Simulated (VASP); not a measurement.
OSZICAR of a VASP run on SnO2 (rutile):

OSZICAR:
```
       N       E                     dE             d eps       ncg     rms          rms(c)
DAV:   1     0.654651865393E+03    0.65465E+03   -0.26351E+04  1623   0.261E+03
DAV:   2     0.529073411383E+02   -0.60174E+03   -0.57871E+03  1722   0.701E+02
DAV:   3    -0.393104154062E+02   -0.92218E+02   -0.91085E+02  1705   0.226E+02
DAV:   4    -0.439511302288E+02   -0.46407E+01   -0.46230E+01  1758   0.562E+01
DAV:   5    -0.440953212311E+02   -0.14419E+00   -0.14415E+00  1891   0.100E+01    0.162E+01
DAV:   6    -0.375081819912E+02    0.65871E+01   -0.26678E+01  2389   0.742E+01    0.584E+00
DAV:   7    -0.376202387893E+02   -0.11206E+00   -0.21316E+00  1621   0.878E+00    0.327E+00
DAV:   8    -0.375975356836E+02    0.22703E-01   -0.29483E-01  2223   0.525E+00    0.765E-01
DAV:   9    -0.375830746001E+02    0.14461E-01   -0.86690E-02  2334   0.406E+00    0.156E-01
DAV:  10    -0.375836069688E+02   -0.53237E-03   -0.56303E-03  2235   0.743E-01    0.435E-02
DAV:  11    -0.375836874627E+02   -0.80494E-04   -0.30834E-04  2347   0.185E-01    0.166E-02
DAV:  12    -0.375836910365E+02   -0.35737E-05   -0.20301E-05  1862   0.407E-02    0.115E-02
DAV:  13    -0.375836879574E+02    0.30791E-05   -0.12356E-05  2375   0.470E-02    0.213E-03
DAV:  14    -0.375836880154E+02   -0.58004E-07   -0.11645E-06  2008   0.106E-02    0.944E-04
DAV:  15    -0.375836880564E+02   -0.40965E-07   -0.32082E-08  1157   0.160E-03
   1 F= -.37583688E+02 E0= -.37583688E+02  d E =-.375837E+02
       N       E                     dE             d eps       ncg     rms          rms(c)
DAV:   1    -0.375920388198E+02   -0.83508E-02   -0.12907E+00  1560   0.797E+00    0.602E-01
DAV:   2    -0.375903772546E+02    0.16616E-02   -0.58769E-02  1817   0.214E+00    0.345E-01
DAV:   3    -0.375865934010E+02    0.37839E-02   -0.44370E-03  2142   0.872E-01    0.875E-02
DAV:   4    -0.375865718042E+02    0.21597E-04   -0.16694E-03  1978   0.298E-01    0.282E-02
DAV:   5    -0.375865661339E+02    0.56703E-05   -0.16255E-04  1734   0.125E-01    0.102E-02
DAV:   6    -0.375865651434E+02    0.99043E-06   -0.17201E-05  2151   0.519E-02    0.431E-03
DAV:   7    -0.375865652501E+02   -0.10662E-06   -0.16714E-06  1841   0.130E-02    0.244E-03
DAV:   8    -0.375865654178E+02   -0.16772E-06   -0.21004E-07  1429   0.362E-03    0.461E-04
DAV:   9    -0.375865654263E+02   -0.85302E-08   -0.38704E-08  1017   0.204E-03
   2 F= -.37586565E+02 E0= -.37586565E+02  d E =-.287737E-02
       N       E                     dE             d eps       ncg     rms          rms(c)
DAV:   1    -0.375866436432E+02   -0.78225E-04   -0.11371E-02  1588   0.748E-01    0.565E-02
DAV:   2    -0.375866300322E+02    0.13611E-04   -0.51811E-04  1832   0.206E-01    0.323E-02
DAV:   3    -0.375865972422E+02    0.32790E-04   -0.38704E-05  2176   0.811E-02    0.812E-03
DAV:   4    -0.375865970651E+02    0.17708E-06   -0.14812E-05  1948   0.276E-02    0.261E-03
DAV:   5    -0.375865968802E+02    0.18493E-06   -0.14863E-06  1712   0.119E-02    0.937E-04
DAV:   6    -0.375865969006E+02   -0.20383E-07   -0.13293E-07  1222   0.489E-03
   3 F= -.37586597E+02 E0= -.37586597E+02  d E =-.290884E-02
       N       E                     dE             d eps       ncg     rms          rms(c)
DAV:   1    -0.375868149474E+02   -0.21807E-03   -0.24353E-02  1502   0.111E+00    0.850E-02
DAV:   2    -0.375867467005E+02    0.68247E-04   -0.50604E-04  2131   0.234E-01    0.506E-02
DAV:   3    -0.375866907926E+02    0.55908E-04   -0.47041E-05  2312   0.977E-02    0.670E-03
DAV:   4    -0.375866913411E+02   -0.54854E-06   -0.12546E-05  1915   0.255E-02    0.260E-03
DAV:   5    -0.375866914971E+02   -0.15605E-06   -0.43626E-07  1541   0.694E-03    0.878E-04
DAV:   6    -0.375866915022E+02   -0.50868E-08   -0.34446E-08   947   0.264E-03
   4 F= -.37586692E+02 E0= -.37586692E+02  d E =-.946016E-04
```

**Question.** Which electronic solver shows in the log?

**Answer.** It is blocked Davidson (ALGO = Normal, or the opening steps of other solvers). The INCAR had ALGO = Normal.

**Question.** Can the final energy be trusted as converged?

**Answer.** The calculation finished and met its thresholds. It stopped with EDIFF = 1E-7, NELM = 100, NSW = 30 and EDIFFG = -0.01 after 4 ionic steps (PW91 GGA, plane waves, VASP's PBE PAW potentials (set 64)).

The compound is SnO2 in the rutile structure. This cell is one point of a volume scan, at 0.97 of the reference volume. Symmetry was kept, so distortions that lower it aren't found.
